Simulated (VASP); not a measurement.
Level of theory: PBEsol GGA, VASP's PBE PAW potentials (set 64) (plane waves; VASP).

Input for VASP

POSCAR:
```
PdSb
2.9546180
  0.0000000000   1.0000001366   1.0000001366
  1.0000001366   0.0000000000   1.0000001366
  1.0000001366   1.0000001366   0.0000000000
Pd Sb
1 1
Direct
  0.0000000000   0.0000000000   0.0000000000
  0.2500000000   0.2500000000   0.2500000000
```

KPOINTS:
```
K-points
0
G
12 12 12
0 0 0
```

**INCAR**
```
ALGO=Normal
EDIFF=1E-7
ENCUT=400
GGA=PS
ISIF=2
ISMEAR=-5
LASPH=.True.
LCHARG=.True.
LMAXMIX=4
LORBIT=11
LREAL=.False.
LWAVE=.False.
NEDOS=601
NELM=100
PREC=Accurate
SYSTEM=PdSb
```

POTCAR, in this order: Pd Sb (PBE.64 set). Program: vasp_std.

Unless said otherwise, spin-orbit coupling is left out, though it shifts the bands of the heavy elements here.

### Question
Predict the energy per atom (σ→0), band gap (on the k-mesh).

### Answer

```yaml
energy per atom (σ→0): -5.252 eV/atom
band gap (on the k-mesh): none (metal, semimetal or under 0.01 eV)
```

File OSZICAR:
```
...
DAV:  10    -0.105031896842E+02    0.12382E-04   -0.21171E-04  1710   0.110E-01    0.198E-02
DAV:  11    -0.105031835810E+02    0.61032E-05   -0.63820E-05  1732   0.803E-02    0.170E-02
DAV:  12    -0.105031847404E+02   -0.11594E-05   -0.92526E-06  1689   0.329E-02    0.835E-03
DAV:  13    -0.105031842112E+02    0.52922E-06   -0.49895E-07  1833   0.692E-03    0.236E-03
DAV:  14    -0.105031839445E+02    0.26668E-06   -0.10029E-07   879   0.331E-03    0.470E-04
DAV:  15    -0.105031840858E+02   -0.14127E-06   -0.19911E-08   852   0.177E-03    0.109E-04
DAV:  16    -0.105031840979E+02   -0.12089E-07   -0.17030E-09   855   0.326E-04
   1 F= -.10503184E+02 E0= -.10503184E+02  d E =0.000000E+00
```

The structure was generated: PdSb was put into the zinc blende type (F-43m), which need not be its known phase. It was relaxed first, which changed the volume by -22 %. The electron count is odd and the run is not spin-polarised, which forces a metal.
